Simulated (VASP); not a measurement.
# HfO2: which input changes matter, part 2 of 3

Which changes to a sound input spoil a run on HfO2, which are harmless, and which give a warning? All runs use PBE. The start is a cell from a database of measured crystal structures.

VASP 6.6.1, plane waves and PAW; the level of theory is named at each step.

So far. Step 2 (Reference run): The pressure is -6.00 GPa and the largest force 0.000 eV/Å, so the cell is not at a minimum at these settings. Step 3 (Self-consistent run (PBE) with a changed input): Against the reference run the energy at zero smearing moves by -0.00 meV an atom and the pressure by +0.01 GPa.

## (6) Full relaxation (PBE) with a changed input

Level of this step: PBE; plane waves and PAW (Hf_pv, O) (VASP).

The start need not lie at this functional's minimum. ISIF = 3 frees volume, shape and positions, and EDIFFG sets the threshold on forces and stress at which the search stops. Some settings are moved from the usual, to see what they do.

The input, INCAR:

```
SYSTEM = HfO2
PREC = Accurate
ENCUT = 520
EDIFF = 1E-06
NELM = 100
ISMEAR = -4
SIGMA = 0.1
LREAL = .FALSE.
ALGO = Normal
GGA = PE
NBANDS = 17
LASPH = .TRUE.
LORBIT = 11
LWAVE = .FALSE.
LCHARG = .FALSE.
KPAR = 4
IBRION = 2
NSW = 60
ISIF = 3
EDIFFG = -0.01
NELECT = 23
```

The input, POSCAR:

```
HfO2
1.0
    0.0000000000      2.5575000000      2.5575000000
    2.5575000000      0.0000000000      2.5575000000
    2.5575000000      2.5575000000      0.0000000000
Hf O
1 2
Direct
    0.0000000000      0.0000000000      0.0000000000
    0.2500000000      0.2500000000      0.2500000000
    0.7500000000      0.7500000000      0.7500000000
```

The input, KPOINTS:

```
Automatic mesh
0
Monkhorst-Pack
9 9 9
0 0 0
```

Potentials, in the order of the species: Hf_pv and O (PBE family, release 64).

Command:

```sh
$ mpirun -np 4 vasp_std
```

What it wrote:

```text
[... set-up lines as in an earlier step ...]
 entering main loop
       N       E                     dE             d eps       ncg     rms          rms(c)
DAV:   1     0.107917295823E+03    0.10792E+03   -0.13091E+04  1190   0.131E+03
DAV:   2    -0.234443655619E+02   -0.13136E+03   -0.12929E+03  1577   0.305E+02
DAV:   3    -0.274033409749E+02   -0.39590E+01   -0.39453E+01  1389   0.488E+01
DAV:   4    -0.274267529168E+02   -0.23412E-01   -0.23393E-01  1595   0.410E+00
DAV:   5    -0.274269047055E+02   -0.15179E-03   -0.15178E-03  1404   0.304E-01BRMIX: very serious problems
 the old and the new charge density differ
 old charge density:    22.00000 new   23.00000
BRMIX: very serious problems
 the old and the new charge density differ
 old charge density:    22.00000 new   23.00000
BRMIX: very serious problems
 the old and the new charge density differ
 old charge density:    22.00000 new   23.00000
BRMIX: very serious problems
 the old and the new charge density differ
 old charge density:    22.00000 new   23.00000
    0.461E+01
DAV:   6    -0.220675503600E+02    0.53594E+01   -0.27580E+01  1272   0.365E+01    0.412E+01
DAV:   7    -0.219842007930E+02    0.83350E-01   -0.91620E-01  1318   0.749E+00    0.288E+01
DAV:   8    -0.219629621996E+02    0.21239E-01   -0.18494E-01  1236   0.420E+00    0.103E+01
DAV:   9    -0.219490040163E+02    0.13958E-01   -0.37148E-02  1319   0.165E+00    0.912E-01
DAV:  10    -0.219489460113E+02    0.58005E-04   -0.14252E-03  1376   0.300E-01    0.100E-01
DAV:  11    -0.219489442943E+02    0.17170E-05   -0.71045E-05  1345   0.682E-02    0.950E-02
DAV:  12    -0.219489500087E+02   -0.57143E-05   -0.12051E-05  1334   0.302E-02    0.223E-02
DAV:  13    -0.219489501792E+02   -0.17058E-06   -0.46403E-07   757   0.539E-03
   1 F= -.21948950E+02 E0= -.21948950E+02  d E =-.219490E+02
 curvature:   0.00 expect dE= 0.000E+00 dE for cont linesearch  0.000E+00
 trial: gam= 0.00000 g(F)=  0.101E-46 g(S)=  0.492E+01 ort = 0.000E+00 (trialstep = 0.100E+01)
 search vector abs. value=  0.492E+01
 bond charge predicted
 -----------------------------------------------------------------------------
|                                                                             |
|           W    W    AA    RRRRR   N    N  II  N    N   GGGG   !!!           |
|           W    W   A  A   R    R  NN   N  II  NN   N  G    G  !!!           |
|           W    W  A    A  R    R  N N  N  II  N N  N  G       !!!           |
|           W WW W  AAAAAA  RRRRR   N  N N  II  N  N N  G  GGG   !            |
|           WW  WW  A    A  R   R   N   NN  II  N   NN  G    G                |
|           W    W  A    A  R    R  N    N  II  N    N   GGGG   !!!           |
|                                                                             |
|     Tetrahedron method does not include variations of the Fermi             |
|     occupations, so forces and stress will be inaccurate. We suggest        |
|     using a different smearing scheme ISMEAR = 1 or 2 for metals in         |
|     relaxations.                                                            |
|                                                                             |
 -----------------------------------------------------------------------------

       N       E                     dE             d eps       ncg     rms          rms(c)
DAV:   1    -0.476677069128E+02   -0.25719E+02   -0.56019E+02  1191   0.183E+02    0.537E+01
DAV:   2    -0.286000180630E+02    0.19068E+02   -0.12425E+02  1238   0.660E+01    0.231E+01
DAV:   3    -0.243174215471E+02    0.42826E+01   -0.73327E+01  1360   0.346E+01    0.191E+01
DAV:   4    -0.223332372566E+02    0.19842E+01   -0.98809E+00  1358   0.184E+01    0.643E+00
DAV:   5    -0.222382438976E+02    0.94993E-01   -0.37294E-01  1268   0.351E+00    0.346E+00
DAV:   6    -0.222169733856E+02    0.21271E-01   -0.13784E-01  1470   0.180E+00    0.114E+00
DAV:   7    -0.222183781159E+02   -0.14047E-02   -0.74611E-03  1374   0.562E-01    0.424E-01
DAV:   8    -0.222185526882E+02   -0.17457E-03   -0.15718E-03  1521   0.256E-01    0.105E-01
DAV:   9    -0.222185579184E+02   -0.52302E-05   -0.16125E-04  1403   0.754E-02    0.584E-02
DAV:  10    -0.222185602897E+02   -0.23713E-05   -0.54723E-05  1438   0.441E-02    0.237E-02
DAV:  11    -0.222185605729E+02   -0.28316E-06   -0.10126E-06   898   0.682E-03
   2 F= -.22218561E+02 E0= -.22218561E+02  d E =-.269610E+00
[... from here on, the cycles between the ionic steps are left out ...]
   3 F= -.23015146E+02 E0= -.23015146E+02  d E =-.106620E+01
   4 F= -.23015975E+02 E0= -.23015975E+02  d E =-.106702E+01
   5 F= -.23015880E+02 E0= -.23015880E+02  d E =-.106693E+01
   6 F= -.23015884E+02 E0= -.23015884E+02  d E =-.395395E-05
   7 F= -.23015898E+02 E0= -.23015898E+02  d E =-.172584E-04
   8 F= -.23015898E+02 E0= -.23015898E+02  d E =0.180830E-07
   9 F= -.23015898E+02 E0= -.23015898E+02  d E =-.179009E-06
  10 F= -.23015898E+02 E0= -.23015898E+02  d E =-.530697E-06
  11 F= -.23015899E+02 E0= -.23015899E+02  d E =-.123460E-05
  12 F= -.23015900E+02 E0= -.23015900E+02  d E =-.263775E-05
  13 F= -.23015903E+02 E0= -.23015903E+02  d E =-.543105E-05
  14 F= -.23015909E+02 E0= -.23015909E+02  d E =-.109677E-04
  15 F= -.23015919E+02 E0= -.23015919E+02  d E =-.215208E-04
  16 F= -.23015939E+02 E0= -.23015939E+02  d E =-.409578E-04
  17 F= -.23015972E+02 E0= -.23015972E+02  d E =-.739224E-04
 curvature:  -0.10 expect dE=-0.183E-04 dE for cont linesearch -0.183E-04
 ZBRENT: increasing intervall
 opt :   0.3843  next Energy=   -23.016012 (dE=-0.115E-03)
 bond charge predicted
 -----------------------------------------------------------------------------
|                                                                             |
|           W    W    AA    RRRRR   N    N  II  N    N   GGGG   !!!           |
|           W    W   A  A   R    R  NN   N  II  NN   N  G    G  !!!           |
|           W    W  A    A  R    R  N N  N  II  N N  N  G       !!!           |
|           W WW W  AAAAAA  RRRRR   N  N N  II  N  N N  G  GGG   !            |
|           WW  WW  A    A  R   R   N   NN  II  N   NN  G    G                |
|           W    W  A    A  R    R  N    N  II  N    N   GGGG   !!!           |
|                                                                             |
|     Tetrahedron method does not include variations of the Fermi             |
|     occupations, so forces and stress will be inaccurate. We suggest        |
|     using a different smearing scheme ISMEAR = 1 or 2 for metals in         |
|     relaxations.                                                            |
|                                                                             |
 -----------------------------------------------------------------------------

       N       E                     dE             d eps       ncg     rms          rms(c)
DAV:   1    -0.230161334301E+02   -0.16180E-03   -0.27060E-03  1231   0.434E-01    0.118E-01
DAV:   2    -0.230160345810E+02    0.98849E-04   -0.51595E-04  1205   0.149E-01    0.274E-02
DAV:   3    -0.230160173187E+02    0.17262E-04   -0.51561E-05  1319   0.463E-02    0.247E-02
DAV:   4    -0.230160133086E+02    0.40100E-05   -0.14238E-05  1401   0.263E-02    0.167E-02
DAV:   5    -0.230160133056E+02    0.30841E-08   -0.17935E-07   609   0.319E-03
  18 F= -.23016013E+02 E0= -.23016013E+02  d E =-.115648E-03
 curvature:  -0.23 expect dE=-0.838E-05 dE for cont linesearch -0.838E-05
 trial: gam=-0.19714 g(F)=  0.626E-47 g(S)=  0.369E-04 ort = 0.137E-03 (trialstep = 0.770E-01)
 search vector abs. value=  0.269E-05
 reached required accuracy - stopping structural energy minimisation
 -----------------------------------------------------------------------------
|                                                                             |
|           W    W    AA    RRRRR   N    N  II  N    N   GGGG   !!!           |
|           W    W   A  A   R    R  NN   N  II  NN   N  G    G  !!!           |
|           W    W  A    A  R    R  N N  N  II  N N  N  G       !!!           |
|           W WW W  AAAAAA  RRRRR   N  N N  II  N  N N  G  GGG   !            |
|           WW  WW  A    A  R   R   N   NN  II  N   NN  G    G                |
|           W    W  A    A  R    R  N    N  II  N    N   GGGG   !!!           |
|                                                                             |
|     Tetrahedron method does not include variations of the Fermi             |
|     occupations, so forces and stress will be inaccurate. We suggest        |
|     using a different smearing scheme ISMEAR = 1 or 2 for metals in         |
|     relaxations.                                                            |
|                                                                             |
 -----------------------------------------------------------------------------
```

Wall time 26 s (4 MPI ranks of Intel Xeon 6975P-C (Granite Rapids), shared host); peak memory 0.65 GiB; 100 s of CPU time.

From OUTCAR (step 6):

```text
NELECT = 23

 ion  position               nearest neighbor table
   1  0.000  0.000  0.000-   3 2.21   3 2.21   3 2.21   2 2.21   3 2.21   2 2.21   2 2.21   2 2.21

 E-fermi :   6.0208

 k-point     1 :       0.0000    0.0000    0.0000
  band No.  band energies     occupation
    ...
     10       1.5895      2.00000
     11       1.5895      2.00000
     12       5.6047      2.00000
     13       5.7306      2.00000
     14       5.7306      0.99040
     15      10.3229      0.00000
     16      10.3229      0.00000
     17      10.3229      0.00000

  Total        0.0276752      0.0276752      0.0276752      0.0000000      0.0000000      0.0000000
  in kB        1.0558817      1.0558817      1.0558817      0.0000000      0.0000000      0.0000000
  external PRESSURE =       1.0558817 kB  Pullay stress =       0.0000000 kB

 POSITION                                       TOTAL-FORCE (eV/Angst)
 -----------------------------------------------------------------------------------
      0.00000      0.00000      0.00000         0.000000     -0.000000     -0.000000
      1.37939      1.37939      1.37939         0.000000      0.000000      0.000000
      4.13818      4.13818      4.13818        -0.000000     -0.000000     -0.000000
 -----------------------------------------------------------------------------------
    total drift:                                0.000000      0.000000      0.000000

  FREE ENERGIE OF THE ION-ELECTRON SYSTEM (eV)
  ---------------------------------------------------
  free  energy   TOTEN  =       -23.0160133056 eV

  energy  without entropy=      -23.0160133056  energy(sigma->0) =      -23.01601331

 reached required accuracy - stopping structural energy minimisation

[... 6 parts as in an earlier step ...]

[... 10 further parts left out ...]
```

The run converged; its settings lie outside those of the reference runs, so its numbers are set aside.

Settings moved from the usual: ISMEAR = -4, SIGMA = 0.1 and NELECT = 23.0. KPOINTS differs too.

NELECT differs from the neutral count, so the cell is charged against a uniform background: another system, not a numerical setting.

## (7) Full relaxation (PBE) with a changed input, try 2

This run is made with a changed input; what comes of it follows.

The input, INCAR:

```
SYSTEM = HfO2
PREC = Accurate
ENCUT = 520
EDIFF = 1E-06
NELM = 95
ISMEAR = -1
SIGMA = 0.05
LREAL = .FALSE.
ALGO = Normal
GGA = PE
NBANDS = 17
LASPH = .TRUE.
LORBIT = 11
LWAVE = .FALSE.
LCHARG = .FALSE.
KPAR = 4
IBRION = 3
NSW = 30
ISIF = 3
EDIFFG = -0.01
POTIM = 2
```

POSCAR is that of step 6.

The input, KPOINTS:

```
Automatic mesh
0
Gamma
9 9 9
0 0 0
```

Command:

```sh
$ mpirun -np 4 vasp_std
```

What it wrote:

```text
[... set-up lines as in an earlier step ...]
 entering main loop
       N       E                     dE             d eps       ncg     rms          rms(c)
[... 14 cycles as in an earlier step ...]
   1 F= -.30233561E+02 E0= -.30233561E+02  d E =-.302336E+02
 -9.183549615799121E-041
quench:  g(F)=  0.215E-47 g(S)=  0.303E+00 dE (1.order)=-0.606E+00
[...]
N       E                     dE             d eps       ncg     rms          rms(c)
DAV:   1    -0.466884312960E+02   -0.16455E+02   -0.72516E+02  1304   0.270E+02    0.112E+02
DAV:   2    -0.252536489918E+02    0.21435E+02   -0.50816E+01  1236   0.589E+01    0.597E+01
DAV:   3    -0.210400989042E+02    0.42136E+01   -0.92798E+00  1384   0.279E+01    0.231E+01
DAV:   4    -0.207885190806E+02    0.25158E+00   -0.91649E-01  1347   0.106E+01    0.149E+01
DAV:   5    -0.208424768291E+02   -0.53958E-01   -0.38608E-01  1283   0.540E+00    0.122E+01
DAV:   6    -0.207840722151E+02    0.58405E-01   -0.19532E-01  1248   0.361E+00    0.847E-01
DAV:   7    -0.207844061275E+02   -0.33391E-03   -0.44195E-03  1393   0.619E-01    0.261E-01
DAV:   8    -0.207844225872E+02   -0.16460E-04   -0.49321E-05  1503   0.784E-02    0.101E-01
DAV:   9    -0.207844234182E+02   -0.83100E-06   -0.55296E-06  1397   0.222E-02
   2 F= -.20784423E+02 E0= -.20784423E+02  d E =0.944914E+01
quench:  g(F)=  0.120E-45 g(S)=  0.389E+03 dE (1.order)=-0.757E+03
[...]
N       E                     dE             d eps       ncg     rms          rms(c)
DAV:   1     0.552529533599E+03    0.57331E+03   -0.74997E+03  2351   0.126E+02    0.116E+02
DAV:   2     0.573041172568E+03    0.20512E+02   -0.54779E+02  1286   0.115E+02    0.845E+01
DAV:   3     0.630683430262E+03    0.57642E+02   -0.53188E+02  1644   0.287E+01    0.467E+01
DAV:   4     0.664566321219E+03    0.33883E+02   -0.10736E+00  1214   0.404E+00    0.189E+01
[...]
DAV:  26     0.716284474111E+03   -0.37246E-04   -0.69144E-06  1291   0.655E-03    0.562E-03
DAV:  27     0.716284466459E+03   -0.76528E-05   -0.32587E-06   596   0.363E-03    0.447E-03
DAV:  28     0.716284466056E+03   -0.40231E-06   -0.85712E-07   595   0.243E-03
 -----------------------------------------------------------------------------
|                                                                             |
|               ----> ADVICE to this user running VASP <----                  |
|                                                                             |
|     Your highest band is occupied at some k-points! Unless you are          |
|     performing a calculation for an insulator or semiconductor, without     |
|     unoccupied bands, you have included TOO FEW BANDS!! Please increase     |
|     the parameter NBANDS in file INCAR to ensure that the highest band      |
|     is unoccupied at all k-points. It is always recommended to include      |
|     a few unoccupied bands to accelerate the convergence of                 |
|     molecular-dynamics runs (even for insulators or semiconductors),        |
|     since the presence of unoccupied bands improves wavefunction            |
|     prediction and helps to suppress 'band-crossings'.                      |
|                                                                             |
 -----------------------------------------------------------------------------

   3 F= 0.71628447E+03 E0= 0.71641690E+03  d E =0.737069E+03
 summed vel is now  9.403954806578300E-038  4.701977403289150E-038
 -7.523163845262640E-037
quench:  g(F)=  0.522E-40 g(S)=  0.132E+05 dE (1.order)=-0.219E+05
[...]
-----------------------------------------------------------------------------
|                                                                             |
|     EEEEEEE  RRRRRR   RRRRRR   OOOOOOO  RRRRRR      ###     ###     ###     |
|     E        R     R  R     R  O     O  R     R     ###     ###     ###     |
|     E        R     R  R     R  O     O  R     R     ###     ###     ###     |
|     EEEEE    RRRRRR   RRRRRR   O     O  RRRRRR       #       #       #      |
|     E        R   R    R   R    O     O  R   R                               |
|     E        R    R   R    R   O     O  R    R      ###     ###     ###     |
|     EEEEEEE  R     R  R     R  OOOOOOO  R     R     ###     ###     ###     |
|                                                                             |
|     Orbital orthonormalization failed in the inversion of matrix            |
|     LAPACK: Routine ZPOTRF failed! kpoint: 1 spin: 1                        |
|                                                                             |
|     Possible solutions for this issue are:                                  |
|     - Please check whether the atoms are too close to each other.           |
|     - Decreasing POTIM might help during relaxations or MDs.                |
|     - Deleting CHGCAR or WAVECAR if incompatible with the structure.        |
|     - Try calculating without symmetrizing (ISYM = 0 or ISYM = -1).         |
|     - As last resort: using a different PAW for some of the atoms.          |
|                                                                             |
|       ---->  I REFUSE TO CONTINUE WITH THIS SICK JOB ... BYE!!! <----       |
|                                                                             |
 -----------------------------------------------------------------------------

1
1
1
1
```

Wall time 18 s (4 MPI ranks).

The run ended with an error.

VASP's message: “Orbital orthonormalization failed in the inversion of matrix LAPACK: Routine ZPOTRF failed! kpoint: 1 spin: 1”. No number of this run is used.

The fault in the input: ionic step far too long (POTIM = 2.0 and IBRION = 3). Lower POTIM, or use IBRION = 2.

(Part 2 of 3 ends here.)

[Lines on the potential files, build, host, timing and source positions are cut from VASP's logs without a mark.]

[Logs are printed without paths, hosts, clocks, repeated set-up lines and the standing remarks that a program may print on its own settings, such as how far it seeks lower states.]

[Hosts, paths, dates, database ids (printed as entryN), source tags and the programs' standing remarks are cut or masked in the printed files.]

[A measured line is paired with the nearest computed mode of its activity, which favours agreement.]

[In band tables of VASP the shares of atoms and orbitals are scaled to a sum of 1 inside the atoms' spheres.]
